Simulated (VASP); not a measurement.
Calculation: PBEsol GGA, VASP's PBE PAW potentials (set 64) (plane waves; VASP).

VASP ran on this input.

**KPOINTS**
```
Automatic mesh
0
Gamma
 15 15 15
```

**POSCAR**
```
Mo
1
   -1.5750000000     1.5750000000     1.5750000000
    1.5750000000    -1.5750000000     1.5750000000
    1.5750000000     1.5750000000    -1.5750000000
Mo
1
Direct
  0.0000000000   0.0000000000   0.0000000000
```

INCAR:
```
! general
SYSTEM   =  Mo
PREC     =  Accurate
ENCUT    =  400
LREAL    =  .FALSE.
LASPH    =  .TRUE.

! electronic loop
EDIFF    =  1E-6
NELM     =  100
ALGO     =  Normal
LMAXMIX  =  4

! smearing
ISMEAR   =  1
SIGMA    =  0.1

! functional
GGA      =  PS

! ions
IBRION   =  2
NSW      =  60
ISIF     =  3
EDIFFG   =  -0.01

! output
LWAVE    =  .FALSE.
LCHARG   =  .FALSE.
```

POTCAR, in this order: Mo_sv (PBE.64 set). Program: vasp_std.

What VASP printed:

**OSZICAR**
```
       N       E                     dE             d eps       ncg     rms          rms(c)
DAV:   1     0.720569402269E+02    0.72057E+02   -0.72077E+03  2664   0.108E+03
DAV:   2    -0.115133251382E+02   -0.83570E+02   -0.80721E+02  2850   0.301E+02
DAV:   3    -0.125391559085E+02   -0.10258E+01   -0.10182E+01  3088   0.333E+01
DAV:   4    -0.125416571879E+02   -0.25013E-02   -0.25010E-02  2849   0.191E+00
DAV:   5    -0.125416683586E+02   -0.11171E-04   -0.11169E-04  3098   0.125E-01    0.159E+01
DAV:   6    -0.118724435310E+02    0.66922E+00   -0.11755E+00  2832   0.129E+01    0.415E+00
DAV:   7    -0.117771874638E+02    0.95256E-01   -0.22374E-01  3069   0.520E+00    0.991E-01
DAV:   8    -0.117704511029E+02    0.67364E-02   -0.49438E-03  2815   0.907E-01    0.258E-01
DAV:   9    -0.117704701651E+02   -0.19062E-04   -0.13191E-04  3229   0.155E-01    0.986E-02
DAV:  10    -0.117704780642E+02   -0.78991E-05   -0.66477E-06  2906   0.306E-02    0.185E-03
DAV:  11    -0.117704780096E+02    0.54533E-07   -0.39858E-08  1611   0.241E-03
   1 F= -.11770478E+02 E0= -.11770348E+02  d E =-.117705E+02
       N       E                     dE             d eps       ncg     rms          rms(c)
DAV:   1    -0.126894760635E+02   -0.91900E+00   -0.24592E+01  2763   0.703E+01    0.138E+01
DAV:   2    -0.118130393374E+02    0.87644E+00   -0.17327E+00  2706   0.174E+01    0.203E+00
DAV:   3    -0.117236346671E+02    0.89405E-01   -0.32718E-01  2841   0.733E+00    0.243E+00
DAV:   4    -0.117293328843E+02   -0.56982E-02   -0.40764E-03  2754   0.748E-01    0.338E-01
DAV:   5    -0.117293780587E+02   -0.45174E-04   -0.18423E-03  2910   0.551E-01    0.155E-02
DAV:   6    -0.117293781745E+02   -0.11581E-06   -0.12820E-05  2829   0.388E-02    0.564E-03
DAV:   7    -0.117293774168E+02    0.75765E-06   -0.44650E-07  1720   0.855E-03
   2 F= -.11729377E+02 E0= -.11729185E+02  d E =0.411006E-01
       N       E                     dE             d eps       ncg     rms          rms(c)
DAV:   1    -0.123418541890E+02   -0.61248E+00   -0.14480E+01  2754   0.550E+01    0.778E+00
DAV:   2    -0.118057093168E+02    0.53614E+00   -0.12025E+00  2700   0.136E+01    0.165E+00
DAV:   3    -0.117718093951E+02    0.33900E-01   -0.15247E-01  2879   0.490E+00    0.956E-01
DAV:   4    -0.117751827507E+02   -0.33734E-02   -0.21097E-03  2742   0.509E-01    0.193E-01
DAV:   5    -0.117754337029E+02   -0.25095E-03   -0.28737E-04  2984   0.207E-01    0.102E-02
DAV:   6    -0.117754337423E+02   -0.39433E-07   -0.20678E-06  2655   0.163E-02
   3 F= -.11775434E+02 E0= -.11775271E+02  d E =-.495573E-02
       N       E                     dE             d eps       ncg     rms          rms(c)
DAV:   1    -0.117754604537E+02   -0.26751E-04   -0.60944E-04  2769   0.353E-01    0.564E-02
DAV:   2    -0.117754371688E+02    0.23285E-04   -0.48214E-05  2754   0.883E-02    0.922E-03
DAV:   3    -0.117754356119E+02    0.15569E-05   -0.69480E-06  2846   0.332E-02    0.889E-03
DAV:   4    -0.117754362429E+02   -0.63100E-06   -0.12096E-07  1392   0.405E-03
   4 F= -.11775436E+02 E0= -.11775272E+02  d E =-.495823E-02
```

OUTCAR:
```
------------------------ aborting loop because EDIFF is reached ----------------------------------------
  FORCE on cell =-STRESS in cart. coord.  units (eV):
  Direction    XX          YY          ZZ          XY          YZ          ZX
  --------------------------------------------------------------------------------------
  Total       -0.0023068     -0.0023068     -0.0023068      0.0000000      0.0000000      0.0000000
  in kB       -0.2410335     -0.2410335     -0.2410335      0.0000000      0.0000000      0.0000000
  external PRESSURE =      -0.2410335 kB  Pullay stress =       0.0000000 kB
  volume of cell :       15.33
      direct lattice vectors                 reciprocal lattice vectors
    -1.565052371  1.565052371  1.565052371     0.000000000  0.319478127  0.319478127
     1.565052371 -1.565052371  1.565052371     0.319478127  0.000000000  0.319478127
     1.565052371  1.565052371 -1.565052371     0.319478127  0.319478127  0.000000000
 POSITION                                       TOTAL-FORCE (eV/Angst)
 -----------------------------------------------------------------------------------
      0.00000      0.00000      0.00000         0.000000     -0.000000      0.000000
 -----------------------------------------------------------------------------------
    total drift:                                0.000000     -0.000000      0.000000
  FREE ENERGIE OF THE ION-ELECTRON SYSTEM (eV)
  ---------------------------------------------------
  free  energy   TOTEN  =       -11.7754362429 eV

  energy  without entropy=      -11.7749438565  energy(sigma->0) =      -11.77527211

 reached required accuracy - stopping structural energy minimisation
```
(Selected blocks of OUTCAR.)

### CONTCAR
```
Mo
   1.00000000000000
    -1.5650523706723161    1.5650523706723161    1.5650523706723161
     1.5650523706723161   -1.5650523706723161    1.5650523706723161
     1.5650523706723161    1.5650523706723161   -1.5650523706723161
  Mo
     1
Direct
     0.0000000000000000    0.0000000000000000    0.0000000000000000
```

**OUTCAR**
```
 val. band max:       12.6702616354   @ k =  -0.2667   0.3333   0.1333

 cond. band min:      12.7343765198   @ k =   0.1333   0.0667  -0.0000


 Fermi energy:        12.7056808469

 k-point     1 :       0.0000    0.0000    0.0000
  band No.  band energies     occupation
      1     -48.4260      2.00000
      2     -21.6700      2.00000
      3     -21.6700      2.00000
      4     -21.6700      2.00000
      5       5.4290      2.00000
      6      11.3674      2.00000
      7      11.3674      2.00000
      8      11.3674      2.00000
      9      14.4539     -0.00000
     10      14.4539     -0.00000
     11      27.6143      0.00000

 k-point     2 :       0.0667    0.0000    0.0000
  band No.  band energies     occupation
      1     -48.4138      2.00000
      2     -21.7383      2.00000
      3     -21.6907      2.00000
      4     -21.6698      2.00000
      5       5.6305      2.00000
      6      11.2529      2.00000
      7      11.3480      2.00000
      8      11.5579      2.00000
      9      14.2854     -0.00000
     10      14.4573     -0.00000
     11      27.7673      0.00000

 k-point     3 :       0.1333    0.0000    0.0000
  band No.  band energies     occupation
      1     -48.3792      2.00000
      2     -21.9325      2.00000
      3     -21.7505      2.00000
      4     -21.6714      2.00000
      5       6.1896      2.00000
      6      10.9447      2.00000
      7      11.2560      2.00000
      8      12.1168      2.00000
      9      13.9681     -0.00000
     10      14.4766     -0.00000
     11      28.0896      0.00000

 k-point     4 :       0.2000    0.0000    0.0000
  band No.  band energies     occupation
      1     -48.3279      2.00000
      2     -22.2112      2.00000
      3     -21.8373      2.00000
      4     -21.6733      2.00000
      5       6.9414      2.00000
      6      10.5274      2.00000
      7      11.1133      2.00000
      8      13.0096     -0.00015
      9      13.8329     -0.00000
...
```

The compound is Mo in the bcc structure. This run relaxes it. Symmetry was kept, so distortions that lower it aren't found.
